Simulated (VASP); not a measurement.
# CoSi2: input slips in a phonon run and what they do

Aim: see how common mistakes in a phonon run show up, on CoSi2. The starting structure is a measured crystal structure from the Crystallography Open Database.

Method: Kohn-Sham DFT with plane waves and PAW; LDA, in VASP 6.6.1.

## Step 1: The structure

It takes space group Fm-3m (No. 225, cubic). Conventional cell: a = 5.365 Å, b = 5.365 Å, c = 5.365 Å, α = 90.00°, β = 90.00°, γ = 90.00°. Nearest to Co lie 8 Si at 2.32 Å. Si has 4 Co at 2.32 Å nearest. Farther neighbours are not listed.

Coordinates:

```xyz
3
Lattice="0.0000 2.6825 2.6825 2.6825 0.0000 2.6825 2.6825 2.6825 0.0000" Properties=species:S:1:pos:R:3 pbc="T T T"
Co    0.0000    0.0000    0.0000
Si    4.0237    4.0237    4.0237
Si    1.3413    1.3413    1.3413
```

## Step 2: Reference modes

The cell comes from a relaxation at this level, not shown (36.70 Å³).

File INCAR:

```
SYSTEM = CoSi2
PREC = Accurate
ENCUT = 450
EDIFF = 1E-08
NELM = 100
ISMEAR = 0
SIGMA = 0.05
LREAL = .FALSE.
ALGO = Normal
GGA = CA
NBANDS = 16
ISPIN = 2
MAGMOM = 0 0 0
LASPH = .TRUE.
LMAXMIX = 4
LORBIT = 11
LWAVE = .FALSE.
LCHARG = .FALSE.
KPAR = 8
IBRION = 8
ISIF = 2
```

File POSCAR:

```
CoSi2
1.0
    0.0000000000      2.6377363099      2.6377363099
    2.6377363099      0.0000000000      2.6377363099
    2.6377363099      2.6377363099      0.0000000000
Co Si
1 2
Direct
    0.0000000000      0.0000000000      0.0000000000
    0.7500000000      0.7500000000      0.7500000000
    0.2500000000      0.2500000000      0.2500000000
```

File KPOINTS:

```
Automatic mesh
0
Gamma
12 12 12
0 0 0
```

Potentials, in the order of the species: Co and Si (LDA family, release 64).

Command:

```bash
$ mpirun -np 8 vasp_std
```

The log of the run:

```text
[banner, memory and clock lines left out]
running    8 mpi-ranks, on    1 nodes
 distrk:  each k-point on    1 cores,    8 groups
 distr:  one band on    1 cores,    1 groups

 POSCAR found type information on POSCAR CoSi
 POSCAR found :  2 types and       3 ions
|                                                                             |
|           W    W    AA    RRRRR   N    N  II  N    N   GGGG   !!!           |
|           W    W   A  A   R    R  NN   N  II  NN   N  G    G  !!!           |
|           W    W  A    A  R    R  N N  N  II  N N  N  G       !!!           |
|           W WW W  AAAAAA  RRRRR   N  N N  II  N  N N  G  GGG   !            |
|           WW  WW  A    A  R   R   N   NN  II  N   NN  G    G                |
|           W    W  A    A  R    R  N    N  II  N    N   GGGG   !!!           |
|                                                                             |
|     For optimal performance we recommend to set                             |
|       NCORE = 2 up to number-of-cores-per-socket                            |
|     NCORE specifies how many cores store one orbital (NPAR=cpu/NCORE).      |
|     This setting can greatly improve the performance of VASP for DFT.       |
|     The default, NCORE=1 might be grossly inefficient on modern             |
|     multi-core architectures or massively parallel machines. Do your        |
|     Unfortunately you need to use the default for GW and RPA                |
|     calculations (for HF NCORE is supported but not extensively tested      |
|     yet).                                                                   |
|                                                                             |

 LDA part: xc-table for (Slater(with rela. corr.)+CA(PZ))
 , standard interpolation
 POSCAR, INCAR and KPOINTS ok, starting setup
 FFT: planning ... GRIDC
 FFT: planning ... GRID_SOFT
 FFT: planning ... GRID
 WAVECAR not read
 entering main loop
       N       E                     dE             d eps       ncg     rms          rms(c)
DAV:   1     0.535003861735E+02    0.53500E+02   -0.61947E+03  4656   0.918E+02
DAV:   2    -0.204164746363E+02   -0.73917E+02   -0.65917E+02  5144   0.192E+02
DAV:   3    -0.233024585690E+02   -0.28860E+01   -0.28415E+01  6016   0.425E+01
DAV:   4    -0.233538338606E+02   -0.51375E-01   -0.51356E-01  5480   0.556E+00
DAV:   5    -0.233554691087E+02   -0.16352E-02   -0.16352E-02  6072   0.102E+00    0.148E+01
DAV:   6    -0.260485861595E+02   -0.26931E+01   -0.20853E+01  4912   0.976E+01    0.159E+01
DAV:   7    -0.220053319129E+02    0.40433E+01   -0.96774E+00  5816   0.771E+01    0.373E+00
DAV:   8    -0.219628586512E+02    0.42473E-01   -0.57700E-01  5024   0.444E+00    0.181E+00
DAV:   9    -0.219312255414E+02    0.31633E-01   -0.80895E-02  5920   0.560E+00    0.496E-01
DAV:  10    -0.219311081311E+02    0.11741E-03   -0.64583E-03  6272   0.121E+00    0.156E-01
DAV:  11    -0.219308993301E+02    0.20880E-03   -0.85838E-04  5856   0.551E-01    0.353E-02
DAV:  12    -0.219309009970E+02   -0.16669E-05   -0.43081E-05  5832   0.525E-02    0.136E-02
DAV:  13    -0.219309002260E+02    0.77104E-06   -0.35972E-06  7080   0.316E-02    0.637E-03
DAV:  14    -0.219309002969E+02   -0.70867E-07   -0.33515E-07  6928   0.506E-03    0.463E-03
DAV:  15    -0.219309002270E+02    0.69920E-07   -0.11426E-07  6448   0.658E-03    0.594E-04
DAV:  16    -0.219309002291E+02   -0.21912E-08   -0.12509E-08  2712   0.135E-03
   1 F= -.21930900E+02 E0= -.21930297E+02  d E =-.120577E-02  mag=     0.0000
 Linear response reoptimize wavefunctions to high precision
DAV:   1    -0.219309002299E+02   -0.72987E-09   -0.50144E-09  5160   0.933E-04
DAV:   2    -0.219309002299E+02    0.14097E-10   -0.80188E-11  2632   0.627E-05
 Linear response DOF=           2
 Linear response progress:
  Degree of freedom:   1/  2
       N       E                     dE             d eps       ncg     rms          rms(c)
RMM:   1    -0.177741236236E+00   -0.17774E+00   -0.13299E-01 16378   0.237E+00
RMM:   2    -0.174257919788E+00    0.34833E-02   -0.30109E-03 15006   0.644E-01    0.194E-01
RMM:   3    -0.174180339867E+00    0.77580E-04   -0.61698E-04 16464   0.162E-01    0.113E-01
RMM:   4    -0.174740186271E+00   -0.55985E-03   -0.30648E-04 17502   0.108E-01    0.109E-02
RMM:   5    -0.174743814653E+00   -0.36284E-05   -0.15703E-05 17725   0.299E-02    0.566E-03
RMM:   6    -0.174741342322E+00    0.24723E-05   -0.10826E-06 16142   0.982E-03    0.436E-03
RMM:   7    -0.174728508284E+00    0.12834E-04   -0.41899E-07 17675   0.568E-03    0.983E-04
RMM:   8    -0.174721568352E+00    0.69399E-05   -0.31069E-08 18310   0.136E-03    0.393E-04
RMM:   9    -0.174718619555E+00    0.29488E-05   -0.16196E-09 17451   0.412E-04    0.597E-05
RMM:  10    -0.174718580279E+00    0.39276E-07    0.90570E-11 18691   0.133E-04    0.230E-05
RMM:  11    -0.174718576962E+00    0.33171E-08   -0.11401E-10 18656   0.602E-05    0.539E-06
 first order change of Fermi-energy   0.39144E-03
 force on displaced ion       1 direction 1 : -12.992   0.000   0.000
 Linear response progress:
  Degree of freedom:   2/  2
       N       E                     dE             d eps       ncg     rms          rms(c)
RMM:   1    -0.213012511132E-01   -0.21301E-01    0.26181E-02 44162   0.119E+00
RMM:   2    -0.184445939374E-01    0.28567E-02   -0.11079E-03 26828   0.516E-01    0.109E-01
RMM:   3    -0.186494984293E-01   -0.20490E-03   -0.53933E-04 29754   0.161E-01    0.562E-02
RMM:   4    -0.188616983508E-01   -0.21220E-03   -0.76344E-05 28231   0.628E-02    0.105E-02
RMM:   5    -0.188542519962E-01    0.74464E-05   -0.82535E-06 30810   0.177E-02    0.538E-03
RMM:   6    -0.188423142783E-01    0.11938E-04   -0.10733E-06 31212   0.531E-03    0.830E-04
RMM:   7    -0.188481453970E-01   -0.58311E-05    0.13581E-08 30058   0.214E-03    0.652E-04
RMM:   8    -0.188483879546E-01   -0.24256E-06    0.59656E-09 29971   0.105E-03    0.409E-04
RMM:   9    -0.188466592876E-01    0.17287E-05   -0.28795E-08 30342   0.458E-04    0.660E-05
RMM:  10    -0.188467348067E-01   -0.75519E-07    0.43822E-09 32174   0.141E-04    0.200E-05
RMM:  11    -0.188467795009E-01   -0.44694E-07    0.18247E-09 34117   0.471E-05    0.107E-05
RMM:  12    -0.188467801013E-01   -0.60045E-09    0.60566E-11 32990   0.140E-05    0.636E-06
 first order change of Fermi-energy   0.73145E-06
 force on displaced ion       2 direction 1 :  -9.484  -0.000  -0.000
 Linear response finished
```

The job ended after 3.7 min (8 MPI ranks of AMD EPYC 7R43, shared host; peak memory 4.5 GiB).

Lines that name or quote the potential files are left out of all logs, and their timing lines are given in words.

From OUTCAR (step 2):

```text
ion  position               nearest neighbor table
   1  0.000  0.000  0.000-   2 2.28   2 2.28   2 2.28   2 2.28   3 2.28   3 2.28   3 2.28   3 2.28

  LATTYP: Found a face centered cubic cell.
 ALAT       =     5.2754726198

 Subroutine GETGRP returns: Found 48 space group operations
 (whereof 48 operations were pure point group operations)

The static configuration has the point symmetry O_h .

 Found     72 irreducible k-points:

   k-points           NKPTS =     72   k-points in BZ     NKDIM =     72   number of bands    NBANDS=     16

   dimension x,y,z NGX =    28 NGY =   28 NGZ =   28
   dimension x,y,z NGXF=    56 NGYF=   56 NGZF=   56

   ENCUT  =  450.0 eV  33.07 Ry    5.75 a.u.   6.45  6.45  6.45*2*pi/ulx,y,z

   NELECT =      17.0000    total number of electrons

 k-points in reciprocal lattice and weights: Automatic mesh
   0.00000000  0.00000000  0.00000000       0.001
   0.08333333  0.00000000  0.00000000       0.005
   0.16666667  0.00000000  0.00000000       0.005
   0.25000000  0.00000000  0.00000000       0.005
   0.33333333  0.00000000  0.00000000       0.005
   0.41666667  0.00000000  0.00000000       0.005
   0.50000000  0.00000000  0.00000000       0.002
   0.08333333  0.08333333  0.00000000       0.003
   0.16666667  0.08333333  0.00000000       0.014
[...]
-0.33333333  0.50000000  0.16666667       0.007
  -0.25000000  0.50000000  0.25000000       0.003

 average (electrostatic) potential at core
       1 -77.4927       2 -80.3600       3 -80.3600

  Total        0.0036982      0.0036982      0.0036982     -0.0000000     -0.0000000      0.0000000
  in kB        0.1614292      0.1614292      0.1614292     -0.0000000     -0.0000000      0.0000000
  external PRESSURE =       0.1614292 kB  Pullay stress =       0.0000000 kB

  energy-cutoff  :      450.00
  volume of cell :       36.70
      direct lattice vectors                 reciprocal lattice vectors
     0.000000000  2.637736310  2.637736310    -0.189556476  0.189556476  0.189556476
     2.637736310  0.000000000  2.637736310     0.189556476 -0.189556476  0.189556476
     2.637736310  2.637736310  0.000000000     0.189556476  0.189556476 -0.189556476

 POSITION                                       TOTAL-FORCE (eV/Angst)
 -----------------------------------------------------------------------------------
      0.00000      0.00000      0.00000         0.000000      0.000000      0.000000
      3.95660      3.95660      3.95660         0.000000      0.000000      0.000000
      1.31887      1.31887      1.31887        -0.000000     -0.000000     -0.000000
 -----------------------------------------------------------------------------------
    total drift:                               -0.000000     -0.000000      0.000000

 Eigenvectors and eigenvalues of the dynamical matrix
 ----------------------------------------------------

   1 f  =   10.503604 THz    65.996090 2PiTHz  350.362516 cm-1    43.439396 meV
             X         Y         Z           dx          dy          dz
      0.000000  0.000000  0.000000     0.698612    0.012738   -0.011972
      3.956604  3.956604  3.956604    -0.505626   -0.009219    0.008665
      1.318868  1.318868  1.318868    -0.505626   -0.009219    0.008665

   2 f  =   10.503604 THz    65.996090 2PiTHz  350.362516 cm-1    43.439396 meV
             X         Y         Z           dx          dy          dz
      0.000000  0.000000  0.000000     0.012013   -0.002115    0.698724
      3.956604  3.956604  3.956604    -0.008694    0.001531   -0.505707
      1.318868  1.318868  1.318868    -0.008694    0.001531   -0.505707

   3 f  =   10.503604 THz    65.996090 2PiTHz  350.362516 cm-1    43.439396 meV
             X         Y         Z           dx          dy          dz
      0.000000  0.000000  0.000000    -0.012699    0.698711    0.002333
      3.956604  3.956604  3.956604     0.009191   -0.505698   -0.001689
      1.318868  1.318868  1.318868     0.009191   -0.505698   -0.001689

   4 f  =   10.421718 THz    65.481585 2PiTHz  347.631091 cm-1    43.100743 meV
             X         Y         Z           dx          dy          dz
      0.000000  0.000000  0.000000    -0.000000   -0.000000   -0.000000
      3.956604  3.956604  3.956604    -0.564899   -0.425304   -0.002408
      1.318868  1.318868  1.318868     0.564899    0.425304    0.002408

   5 f  =   10.421718 THz    65.481585 2PiTHz  347.631091 cm-1    43.100743 meV
             X         Y         Z           dx          dy          dz
      0.000000  0.000000  0.000000     0.000000   -0.000000    0.000000
      3.956604  3.956604  3.956604    -0.013328    0.021704   -0.706648
      1.318868  1.318868  1.318868     0.013328   -0.021704    0.706648

   6 f  =   10.421718 THz    65.481585 2PiTHz  347.631091 cm-1    43.100743 meV
             X         Y         Z           dx          dy          dz
      0.000000  0.000000  0.000000     0.000000    0.000000    0.000000
      3.956604  3.956604  3.956604     0.425102   -0.564487   -0.025356
      1.318868  1.318868  1.318868    -0.425102    0.564487    0.025356

   7 f/i=    0.003852 THz     0.024201 2PiTHz    0.128481 cm-1     0.015930 meV
             X         Y         Z           dx          dy          dz
      0.000000  0.000000  0.000000    -0.714797   -0.025783   -0.005999
      3.956604  3.956604  3.956604    -0.493809   -0.017812   -0.004144
      1.318868  1.318868  1.318868    -0.493809   -0.017812   -0.004144

   8 f/i=    0.003852 THz     0.024201 2PiTHz    0.128481 cm-1     0.015930 meV
             X         Y         Z           dx          dy          dz
      0.000000  0.000000  0.000000    -0.007682    0.046903    0.713706
      3.956604  3.956604  3.956604    -0.005307    0.032402    0.493056
      1.318868  1.318868  1.318868    -0.005307    0.032402    0.493056

   9 f/i=    0.003852 THz     0.024201 2PiTHz    0.128481 cm-1     0.015930 meV
             X         Y         Z           dx          dy          dz
      0.000000  0.000000  0.000000     0.025333   -0.713282    0.047148
      3.956604  3.956604  3.956604     0.017501   -0.492763    0.032572
      1.318868  1.318868  1.318868     0.017501   -0.492763    0.032572

 ELASTIC MODULI CONTR FROM IONIC RELAXATION (kBar)
 Direction    XX          YY          ZZ          XY          YZ          ZX
 --------------------------------------------------------------------------------
 XX          -0.0000      0.0000     -0.0000     -0.0000     -0.0000     -0.0000
 YY           0.0000     -0.0000      0.0000      0.0000      0.0000      0.0000
 ZZ          -0.0000      0.0000     -0.0000     -0.0000     -0.0000     -0.0000
 XY          -0.0000      0.0000     -0.0000   -636.1426     -0.0000     -0.0000
 YZ          -0.0000      0.0000     -0.0000     -0.0000   -636.1426     -0.0000
 ZX          -0.0000      0.0000     -0.0000     -0.0000     -0.0000   -636.1426
 --------------------------------------------------------------------------------

 magnetization (x)
# of ion       s       p       d       tot
------------------------------------------
    1        0.000   0.000   0.000   0.000
    2        0.000   0.000   0.000   0.000
    3        0.000   0.000   0.000   0.000
--------------------------------------------------
tot          0.000   0.000   0.000   0.000
```

This run allows spin, but its moments start at zero, where symmetry between the spins tends to hold them, although Co can carry a moment. Its electron count is odd, so without a moment it is a metal by construction. Energies printed during the response cycles are not total energies of the cell.

Reference: the zone-centre modes are T1u 350.4, T2g 347.6 cm⁻¹.

## Step 3: Modes with finite displacements, else as the reference

Against step 2 the input has IBRION = 6, NFREE = 2 and POTIM = 0.015 (also changed: NSW).

INCAR, as its differences from that of step 2:

```diff
@@ -19,3 +19,6 @@
 KPAR = 8
-IBRION = 8
+IBRION = 6
+NFREE = 2
+POTIM = 0.015
+NSW = 1
 ISIF = 2
```

POSCAR is that of step 2.

KPOINTS is that of step 2.

Command:

```bash
$ mpirun -np 8 vasp_std
```

The log of the run:

```text
[banner, memory and clock lines left out]
running    8 mpi-ranks, on    1 nodes
[...]
[... a notice as in an earlier step ...]

 LDA part: xc-table for (Slater(with rela. corr.)+CA(PZ))
 , standard interpolation
 POSCAR, INCAR and KPOINTS ok, starting setup
[...]
entering main loop
       N       E                     dE             d eps       ncg     rms          rms(c)
[... 16 cycles as in an earlier step ...]
   1 F= -.21930900E+02 E0= -.21930297E+02  d E =-.120577E-02  mag=     0.0000
[... from here on, the cycles between the ionic steps are left out ...]
   2 F= -.21929437E+02 E0= -.21928837E+02  d E =-.120145E-02  mag=     0.0000
   3 F= -.21929437E+02 E0= -.21928837E+02  d E =-.120145E-02  mag=    -0.0000
   4 F= -.21929833E+02 E0= -.21929243E+02  d E =-.117896E-02  mag=     0.0000
   5 F= -.21929833E+02 E0= -.21929243E+02  d E =-.117896E-02  mag=    -0.0000
 Finite differences progress:
  Degree of freedom:   2/  2
  Displacement:        2/  2
  Total:               4/  4
```

The job ended after 3 min (8 MPI ranks; peak memory 3.5 GiB).

OUTCAR, selected parts (step 3):

```text
  Total        0.0149351      0.0017358      0.0017358     -0.0000000     -0.1457209      0.0000000
  in kB        0.6519212      0.0757691      0.0757691     -0.0000000     -6.3607479      0.0000000
  external PRESSURE =       0.2678198 kB  Pullay stress =       0.0000000 kB

 POSITION                                       TOTAL-FORCE (eV/Angst)
 -----------------------------------------------------------------------------------
      0.00000      0.00000      0.00000        -0.097372      0.000000      0.000000
      3.94160      3.95660      3.95660         0.142441      0.000000      0.000000
      1.31887      1.31887      1.31887        -0.045070      0.000000      0.000000
 -----------------------------------------------------------------------------------
    total drift:                                0.000021      0.000000      0.000000

  FREE ENERGIE OF THE ION-ELECTRON SYSTEM (eV)
  ---------------------------------------------------
  free  energy   TOTEN  =       -21.9298325447 eV

  energy  without entropy=      -21.9286535823  energy(sigma->0) =      -21.92924306

 magnetization (x)
# of ion       s       p       d       tot
------------------------------------------
    1       -0.000  -0.000  -0.000  -0.000
    2        0.000   0.000   0.000   0.000
    3        0.000   0.000   0.000   0.000
--------------------------------------------------
tot          0.000  -0.000  -0.000  -0.000

[... 2 parts as in an earlier step ...]

[... 1 further part left out ...]
[key lines of the parts left out:]
E-fermi :  10.6110
```

The last energy, forces and stress in OUTCAR belong to the last displaced cell, not to that of POSCAR.

With finite displacements, else as the reference the modes are T1u 350.4, T2g 347.9 cm⁻¹; the largest shift is +0.3 cm⁻¹, in T2g, from the reference.

(Part 1 of 3 ends here.)

[Lines on the potential files, build, host, timing and source positions are cut from VASP's logs without a mark.]

[Logs are printed without paths, hosts, clocks, repeated set-up lines and the standing remarks that a program may print on its own settings, such as how far it seeks lower states.]

[Hosts, paths, dates, database ids (printed as entryN), source tags and the programs' standing remarks are cut or masked in the printed files.]
